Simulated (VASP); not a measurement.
Input:

```
NiTe
1.0
    3.25326     0.00000     0.00000
    0.00000     3.25326     0.00000
    0.00000     0.00000     3.25326
Ni Te
1 1
Cartesian
  0.00000   0.00000   0.00000
  1.62663   1.62663   1.62663
```

Method: PBEsol GGA, VASP's PBE PAW potentials (set 64) (plane waves; VASP 6.6.1). Numerical set-up: 400 eV cut-off, Gaussian smearing of 0.050 eV, potentials Ni Te.

Unless said otherwise, spin-orbit coupling is left out, though it shifts the bands of the heavy elements here.

Task: Predict the band gap (along the path) with the smallest direct gap where there is one.

Result: 
The band gap (along the path) is none (metal, semimetal or under 0.01 eV).

Total energies compare only between runs with the same potentials, cut-off and functional.

The structure was generated: NiTe was put into the CsCl type type (Pm-3m), which need not be its known phase. It was relaxed first, which changed the volume by -13 %. The run is not spin-polarised, so no magnetic state was tried.
